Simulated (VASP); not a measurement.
A VASP calculation is set up with these files.

KPOINTS:
```
Automatic mesh
0
Gamma
5 5 3
0 0 0
```

**POSCAR**
```
AgI
1.0
  2.4419139495  -4.2295194922   0.0000000000
  2.4419139495   4.2295194922   0.0000000000
  0.0000000000   0.0000000000   7.9943204964
Ag I
2 2
Direct
  0.6666670000   0.3333330000   0.5001730455
  0.3333330000   0.6666670000   0.0001730455
  0.6666670000   0.3333330000   0.8748269545
  0.3333330000   0.6666670000   0.3748269545
```

**INCAR**
```
AGGAC = 0.0
ALGO = Normal
EDIFF = 1E-7
EDIFFG = -0.01
ENCUT = 520
GGA = ML
IBRION = 2
ISIF = 4
ISMEAR = 0
LASPH = .TRUE.
LCHARG = .FALSE.
LMAXMIX = 4
LREAL = .FALSE.
LUSE_VDW = .TRUE.
LWAVE = .FALSE.
NELM = 100
NSW = 30
PREC = Accurate
SIGMA = 0.05
SYSTEM = AgI
ZAB_VDW = -1.8867
```

POTCAR, in this order: Ag I (PBE.64 set). Program: vasp_std.

**Question.** Write an equivalent input for Quantum ESPRESSO's pw.x.

**Answer.** One equivalent input (not run):
```
&CONTROL
  calculation = 'vc-relax'
  pseudo_dir = './pseudo'
  outdir = './out'
  tprnfor = .true.
  tstress = .true.
  nstep = 30
  forc_conv_thr = 0.00039
/
&SYSTEM
  ibrav = 0
  nat = 4
  ntyp = 2
  ecutwfc = 82
  occupations = 'smearing'
  smearing = 'gaussian'
  degauss = 0.003675
  input_dft = 'vdw-df2'
/
&ELECTRONS
  conv_thr = 7.3e-09
  electron_maxstep = 100
/
&IONS
/
&CELL
  cell_dofree = 'shape'
/
ATOMIC_SPECIES
  Ag 107.868 Ag.upf
  I 126.904 I.upf
CELL_PARAMETERS angstrom
     2.4419139   -4.2295195    0.0000000
     2.4419139    4.2295195    0.0000000
     0.0000000    0.0000000    7.9943205
ATOMIC_POSITIONS crystal
  Ag   0.6666670  0.3333330  0.5001730
  Ag   0.3333330  0.6666670  0.0001730
  I    0.6666670  0.3333330  0.8748270
  I    0.3333330  0.6666670  0.3748270
K_POINTS automatic
  5 5 3 0 0 0
```
What does not carry over: the potentials are each code's own (VASP's PAW set, PseudoDojo norm-conserving files in pw.x), so ENCUT and ecutwfc are chosen apart and not converted; conv_thr bounds pw.x's estimated SCF error, while EDIFF bounds the energy change between steps; forc_conv_thr acts on force components and is met together with etot_conv_thr.

The compound is AgI in the wurtzite structure. This cell is one point of a volume scan, at 1.03 of the reference volume.
